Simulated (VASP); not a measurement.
Input of a VASP 6.6.1 run:

File INCAR:

```
  PREC = Accurate
  ENCUT = 520
  EDIFF = 1E-6
  ISMEAR = -1
  SIGMA = 0.02
  LREAL = Auto
  LASPH = True
  NELM = 100
  ALGO = Normal
  ISIF = 2
  LWAVE = False
  LCHARG = True
  GGA = PS
  LELF = True
  LVHAR = True
  NBANDS = 88
```

KPOINTS

```
Automatic mesh
0
Gamma
  1 1 1
```

The input POSCAR:

```
SN2O2
1.0
    8.7065880000      0.0000000000      0.0000000000
    0.0000000000      8.7065880000      0.0000000000
    0.0000000000      0.0000000000      8.7065880000
S O N
5 10 10
Direct
    0.6395961311      0.0837526710      0.6566292100
    0.4739399636      0.2971198362     -0.0097971789
    0.9817508305      0.1254222664      0.1644042419
    0.6239298334      0.5392238613      0.5749094823
    0.3457611638      0.8310718274      0.3904974027
    0.6649562377      0.1519194431      0.5120030947
    0.7153433699     -0.0601613399      0.6934519010
    0.3096390917      0.3065954195     -0.0483197321
    0.5123476613      0.2599296073      0.1442930342
    0.8754520140      0.1831256975      0.0537294288
    0.9204753917      0.0104288844      0.2680498951
    0.5208699435      0.5070298491      0.7006188877
    0.5645035690      0.5943315567      0.4282504237
    0.4761337047      0.9372902450      0.3839621216
    0.2283443296      0.8250993386      0.2696578729
    0.0448510944      1.0128077727      0.7407723898
    0.0885076910      1.0222948416      0.6239757756
    0.0755060421      0.5817089312      0.3969293138
   -0.0236028166      0.5380293635      0.3264654305
    0.0216732433      0.5500432546      0.8836871574
   -0.1015093398      0.5774477901      0.8843303485
    0.3738433471      0.7260134510      0.8960915573
    0.4230359815      0.8414892263      0.8737866085
    0.2537963207      0.2788003751      0.4493608748
    0.2651095929      0.1628192353      0.3978481582
```

Potentials or basis: VASP PAW PBE potentials, release 64 (S, O, N).

Run with:

```console
$ cat potpaw_PBE.64/S/POTCAR potpaw_PBE.64/O/POTCAR potpaw_PBE.64/N/POTCAR > POTCAR
$ mpirun -np 1 vasp_gam > vasp.out
```

**Question.** Predict the largest force.

**Answer.** 3.844 eV/Å.

**Question.** What does it give for the band gap on the k mesh?

**Answer.** 2.80 eV, direct.

Forces on the atoms (eV/Å):
```
S   -0.221 -1.345  1.935
S   -1.757  0.330 -1.400
S   -0.107 -0.840  0.884
S    0.311  0.141 -0.733
S   -0.266  0.149 -0.202
O    0.543  1.155 -1.713
O   -0.186  0.319 -0.166
O    1.259 -0.112  0.140
O    0.458 -0.247  1.333
O   -0.457  0.674 -1.029
O    0.468  0.145  0.019
O   -0.198  0.022 -0.162
O    0.051 -0.306  0.748
O   -0.907 -0.818 -0.430
O    1.312  0.452  0.456
N   -1.287 -0.275  3.611
N    1.250  0.106 -3.404
N   -1.608 -0.748 -0.957
N    1.459  0.630  1.029
N    2.020 -0.419 -0.001
N   -2.046  0.431 -0.005
N   -0.098 -0.210  0.149
N    0.011  0.293 -0.031
N    0.119  0.401  0.152
N   -0.125  0.073 -0.223
```

Caveat: the standard files for N, O and F lose accuracy on very short bonds; the PAW data sets were made with another functional, which shifts forces and pressure a little.
